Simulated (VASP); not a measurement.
All values below come from revTPSS meta-GGA, VASP's PBE PAW potentials (set 64) (plane waves; VASP).

The input files of a VASP run:

POSCAR:
```
InSb
1
    0.0000000000     3.2729083191     3.2729083191
    3.2729083191     0.0000000000     3.2729083191
    3.2729083191     3.2729083191    -0.0000000000
In Sb
1 1
Direct
  0.0000000000   0.0000000000   0.0000000000
  0.2500000000   0.2500000000   0.2500000000
```

**KPOINTS_OPT**
```
k-points along high-symmetry lines
10
Line-mode
Reciprocal
  0.000000   0.000000   0.000000 ! GAMMA
 -0.500000  -0.500000   0.000000 ! X

 -0.500000  -0.500000   0.000000 ! X
 -0.375000  -0.375000   0.250000 ! U

 -0.375000  -0.000000   0.375000 ! K
  0.000000   0.000000   0.000000 ! GAMMA

  0.000000   0.000000   0.000000 ! GAMMA
  0.000000   0.000000   0.500000 ! L

  0.000000   0.000000   0.500000 ! L
 -0.500000  -0.250000   0.250000 ! W

 -0.500000  -0.250000   0.250000 ! W
 -0.500000  -0.500000   0.000000 ! X
```

### INCAR
```
ALGO  =  Normal
EDIFF  =  1E-7
ENCUT  =  520
ISIF  =  2
ISMEAR  =  -5
LASPH  =  T
LCHARG  =  F
LMAXMIX  =  4
LMIXTAU  =  T
LORBIT  =  11
LREAL  =  F
LWAVE  =  F
METAGGA  =  RTPSS
NEDOS  =  601
NELM  =  100
PREC  =  Accurate
SYSTEM  =  InSb
```

KPOINTS:
```
Automatic
0
G
 11 11 11
0 0 0
```

POTCAR, in this order: In_d Sb (PBE.64 set). Program: vasp_std.

Output

File OSZICAR:
```
       N       E                     dE             d eps       ncg     rms          rms(c)
DAV:   1     0.144816250855E+03    0.14482E+03   -0.80849E+03  1456   0.138E+03
DAV:   2     0.310436758153E+02   -0.11377E+03   -0.11163E+03  1511   0.315E+02
DAV:   3     0.233916603383E+02   -0.76520E+01   -0.76140E+01  1901   0.935E+01
DAV:   4     0.232006861804E+02   -0.19097E+00   -0.19090E+00  1674   0.173E+01
DAV:   5     0.231918861378E+02   -0.88000E-02   -0.87997E-02  2211   0.319E+00    0.639E+00
DAV:   6     0.297573009730E+02    0.65654E+01   -0.89866E+00  1481   0.597E+01    0.270E+00
DAV:   7     0.291428580756E+02   -0.61444E+00   -0.51332E-01  1506   0.886E+00    0.171E+00
DAV:   8     0.292241243803E+02    0.81266E-01   -0.14689E+00  1456   0.168E+01    0.978E-01
DAV:   9     0.291803407765E+02   -0.43784E-01   -0.83018E-01  1456   0.118E+01    0.655E-01
DAV:  10     0.292613317897E+02    0.80991E-01   -0.30723E-02  1816   0.219E+00    0.535E-01
DAV:  11     0.291699609906E+02   -0.91371E-01   -0.12722E-02  1466   0.127E+00    0.378E-01
DAV:  12     0.291291242426E+02   -0.40837E-01   -0.19975E-02  1456   0.172E+00    0.123E-01
DAV:  13     0.291294941519E+02    0.36991E-03   -0.16102E-03  1751   0.443E-01    0.102E-01
DAV:  14     0.291300980140E+02    0.60386E-03   -0.31317E-03  1476   0.543E-01    0.842E-02
DAV:  15     0.291287183553E+02   -0.13797E-02   -0.10098E-03  1466   0.475E-01    0.442E-02
DAV:  16     0.291287341442E+02    0.15789E-04   -0.12605E-04  1791   0.204E-01    0.380E-02
DAV:  17     0.291286619606E+02   -0.72184E-04   -0.51748E-05  1521   0.939E-02    0.194E-02
DAV:  18     0.291286161288E+02   -0.45832E-04   -0.46449E-05  1471   0.519E-02    0.128E-02
DAV:  19     0.291286132019E+02   -0.29268E-05   -0.27828E-06  1476   0.147E-02    0.800E-03
DAV:  20     0.291286107591E+02   -0.24429E-05   -0.52293E-06  1551   0.267E-02    0.235E-03
DAV:  21     0.291286105626E+02   -0.19650E-06   -0.10921E-06  1606   0.183E-02    0.201E-03
DAV:  22     0.291286100475E+02   -0.51513E-06   -0.41380E-07  1481   0.722E-03    0.823E-04
DAV:  23     0.291286098679E+02   -0.17959E-06   -0.52451E-08  1048   0.306E-03    0.379E-04
DAV:  24     0.291286097403E+02   -0.12753E-06   -0.26173E-08   758   0.274E-03    0.837E-05
DAV:  25     0.291286097581E+02    0.17806E-07   -0.52149E-09   728   0.130E-03
   1 F= 0.29128610E+02 E0= 0.29128610E+02  d E =0.000000E+00
       N       E                     dE             ncg
       N       E                     dE             ncg
```

OUTCAR:
```
------------------------ aborting loop because EDIFF is reached ----------------------------------------
  FORCE on cell =-STRESS in cart. coord.  units (eV):
  Direction    XX          YY          ZZ          XY          YZ          ZX
  --------------------------------------------------------------------------------------
  Total       -0.0021759     -0.0021759     -0.0021759      0.0000000      0.0000000      0.0000000
  in kB       -0.0497195     -0.0497195     -0.0497195      0.0000000      0.0000000      0.0000000
  external PRESSURE =      -0.0497195 kB  Pullay stress =       0.0000000 kB
  volume of cell :       70.12
      direct lattice vectors                 reciprocal lattice vectors
     0.000000000  3.272908319  3.272908319    -0.152769327  0.152769327  0.152769327
     3.272908319  0.000000000  3.272908319     0.152769327 -0.152769327  0.152769327
     3.272908319  3.272908319  0.000000000     0.152769327  0.152769327 -0.152769327
  FREE ENERGIE OF THE ION-ELECTRON SYSTEM (eV)
  ---------------------------------------------------
  free  energy   TOTEN  =        29.1286097581 eV

  energy  without entropy=       29.1286097581  energy(sigma->0) =       29.12860976

 total charge

# of ion       s       p       d       tot
------------------------------------------
    1        0.806   0.666   9.848  11.320
    2        1.118   1.325   0.018   2.461
--------------------------------------------------
tot          1.925   1.991   9.866  13.782
```
(Selected blocks of OUTCAR.)

For a metal the tetrahedron method with Blöchl corrections gives inexact stress and forces.

The compound is InSb in the zinc blende structure. It was relaxed first.
